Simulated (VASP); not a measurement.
**PtSb$_{2}$ (pyrite): computed properties**

These are PBEsol GGA, VASP's PBE PAW potentials (set 64) (plane waves; VASP) values and carry that method's errors.

```
Property                                                                                                Value
----------------------------------  -------------------------------------------------------------------------
space group                                                                                        Pa-3 (205)
cell                                a = 6.459 Å, b = 6.459 Å, c = 6.459 Å, α = 90.00°, β = 90.00°, γ = 90.00°
volume per atom                                                                                22.45 Å^3/atom
band gap (over mesh and band path)                                   none (metal, semimetal or under 0.01 eV)
density                                                                                           10.81 g/cm³
```

```xyz
12
Lattice="6.4585 0.0000 0.0000 0.0000 6.4585 0.0000 0.0000 0.0000 6.4585" Properties=species:S:1:pos:R:3 pbc="T T T"
Sb     4.0417     5.6461     0.8124
Sb     0.8124     4.0417     5.6461
Sb     4.0417     4.0417     4.0417
Sb     2.4168     2.4168     2.4168
Sb     5.6461     0.8124     4.0417
Sb     5.6461     2.4168     0.8124
Sb     0.8124     5.6461     2.4168
Sb     2.4168     0.8124     5.6461
Pt     0.0000     3.2293     3.2293
Pt     3.2293     0.0000     3.2293
Pt     0.0000     0.0000     0.0000
Pt     3.2293     3.2293     0.0000
```

Measured: gap 0.11 eV (computed value off by -0.11 eV), a 6.440 Å (computed value off by +0.3 %), as given by Y. Saeed et al., Journal of Applied Physics (2013), arXiv:1402.4256. The calculation is for a static lattice, while the measured a holds thermal and zero-point effects, which are part of the difference. Unless said otherwise, spin-orbit coupling is left out, though it shifts the bands of the heavy elements here.

The compound is PtSb2 in the pyrite structure. It was relaxed first. Symmetry was kept, so distortions that lower it aren't found.
